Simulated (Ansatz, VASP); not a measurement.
## InPt3C: VASP beside Ansatz

Contents of INCAR:

```
SYSTEM = InPt3C
ALGO     = Normal         ! electronic algorithm
EDIFF    = 1E-7           ! SCF threshold, eV
ENCUT    = 520            ! plane-wave cutoff, eV
ISIF     = 2              ! what is computed and relaxed
ISMEAR   = -1             ! smearing method
LASPH    = .True.         ! aspherical terms in the spheres
LCHARG   = .False.        ! write CHGCAR
LREAL    = .False.        ! projectors in reciprocal space
LWAVE    = .False.        ! write WAVECAR
NBANDS   = 32             ! bands
NELM     = 100            ! most SCF steps
PREC     = Accurate       ! precision mode
SIGMA    = 0.05           ! smearing width, eV
```

File KPOINTS:

```
k-points
0
Gamma
  6 6 6
  0 0 0
```

File POSCAR:

```
InPt3C
1.0
    4.2585860000      0.0000000000      0.0000000000
    0.0000000000      4.2585860000      0.0000000000
    0.0000000000      0.0000000000      4.2585860000
In Pt C
1 3 1
Direct
    0.0000000000      0.0000000000      0.0000000000
    0.5000000000      0.0000000000      0.5000000000
    0.5000000000      0.5000000000      0.0000000000
    0.0000000000      0.5000000000      0.5000000000
    0.5000000000      0.5000000000      0.5000000000
```

Input for Ansatz:

```yaml
crystal:
  lattice:
    - [4.258586, 0.0, 0.0]
    - [0.0, 4.258586, 0.0]
    - [0.0, 0.0, 4.258586]
  atoms:
    - { symbol: In, position: [0.0, 0.0, 0.0] }
    - { symbol: Pt, position: [0.5, 0.0, 0.5] }
    - { symbol: Pt, position: [0.5, 0.5, 0.0] }
    - { symbol: Pt, position: [0.0, 0.5, 0.5] }
    - { symbol: C, position: [0.5, 0.5, 0.5] }
basis:
  ecutwfc: 450.0
kpoints:
  mp_grid:
    grid: [6, 6, 6]
hamiltonian:
  xc: lda
scf:
  occupations:
    method: fermi_dirac
    width: 0.05
output:
  forces: true
  stress: true
```

The cell comes from a database or a generator and needn't be the stable form of this composition.

Alike in both runs: task single point; functional LDA; k mesh 6 × 6 × 6; occupations fermi-dirac, width 0.05 eV; no spin polarisation.

```csv
,VASP,Ansatz
version,VASP 6.6.1,Ansatz 0.2.0
potentials or method,"VASP PAW LDA potentials, release 64 (In_d, Pt, C)","plane waves, PAW"
plane-wave cutoff (eV),520,450
valence electrons in the cell,47,71
```

Ansatz gave:

* pressure (GPa): -12.5

Q: Estimate VASP's values.

A: Pressure (GPa): -11.9.

The two sets of potentials don't hold the same shells in valence.

Spin-orbit coupling is left out, which matters for the levels of Pt.
